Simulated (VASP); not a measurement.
Input:

```
CELL_PARAMETERS angstrom
      0.00000     3.07298     3.07298
      3.07298     0.00000     3.07298
      3.07298     3.07298     0.00000
ATOMIC_POSITIONS crystal
  Pb 0.00000 0.00000 0.00000
  Se 0.50000 0.50000 0.50000
```

The numbers are results of r2SCAN+rVV10, VASP's PBE PAW potentials (set 64) (plane waves; VASP 6.6.1), not measurements. Run with 520 eV cut-off, 8×8×8 Γ-centred mesh, tetrahedra with Blöchl corrections, potentials Pb_d Se.

Unless said otherwise, spin-orbit coupling is left out, though it shifts the bands of the heavy elements here.

Problem. Give the energies of bands 7 to 13 at the high-symmetry points, in eV from the valence-band maximum.

Solution. 
```
band      Γ      X      U      L      W
----  -----  -----  -----  -----  -----
7     -6.36  -7.51  -8.20  -8.99  -8.18
8     -1.97  -5.07  -4.66  -1.56  -4.31
9     -1.97  -3.32  -2.80  -1.56  -4.31
10    -1.97  -3.32  -2.42   0.00  -0.85
11     5.01   4.01   3.67   0.58   2.17
12     5.01   5.95   4.28   1.94   5.27
13     5.01   5.95   5.78   1.94   5.27
```

The gap is direct, 0.58 eV, from the valence maximum at L to the conduction minimum at L.

The compound is PbSe in the rock salt structure. It was relaxed first.
